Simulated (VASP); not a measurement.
Input:

```
F2Ge
1.0
    1.54214     0.89035     4.67533
   -1.54214     0.89035     4.67533
    0.00000    -1.78071     4.67533
Ge F
1 2
Cartesian
  0.00000   0.00000   0.00000
  0.00000   0.00000   3.53455
  0.00000   0.00000  10.49145
```

Method: PBE GGA, VASP's PBE PAW potentials (set 64) (plane waves; VASP 6.6.1). Settings: 520 eV cut-off, 6×6×6 Γ-centred mesh, Gaussian smearing of 0.050 eV, potentials Ge_d F.

Q: Give the force on each atom (eV/Å).

A: 
| atom | Fx | Fy | Fz |
|---|---|---|---|
| Ge1 | 0.000 | 0.000 | 0.000 |
| F2 | 0.000 | 0.000 | -1.812 |
| F3 | 0.000 | 0.000 | 1.812 |

Q: Give the stress tensor in GPa (positive for a compressed cell).

A: 
```
36.65   0.00   0.00
 0.00  36.65   0.00
 0.00   0.00  19.37
```
The pressure is its mean diagonal, 30.89 GPa.

The structure was generated: GeF2 was put into the CdCl2 type (R-3m), which need not be its known phase. The cell was not relaxed at this level.
